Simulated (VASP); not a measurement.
Here is the system:

```
Sb
1.0
    3.86518    -2.15043    -0.02774
    3.86518     2.15043    -0.02774
    2.69414     0.00000     3.50803
Sb
2
Direct
  0.23604   0.23604   0.23604
  0.76396   0.76396   0.76396
```

Level of theory: LDA (Ceperley-Alder, Perdew-Zunger) with spin-orbit coupling, VASP's LDA PAW potentials (set 64) (plane waves; VASP 6.6.1). Numerical set-up: 400 eV cut-off, 9×9×9 Γ-centred mesh, Gaussian smearing of 0.050 eV, potentials Sb.

### Question
Estimate the energy per atom (σ→0), band gap (over mesh and band path) with the smallest direct gap where there is one.

### Answer

```yaml
band gap (over mesh and band path): none (metal, semimetal or under 0.01 eV)
energy per atom (σ→0): -4.886 eV/atom
```

The compound is Sb in the a7 structure. It was relaxed first.
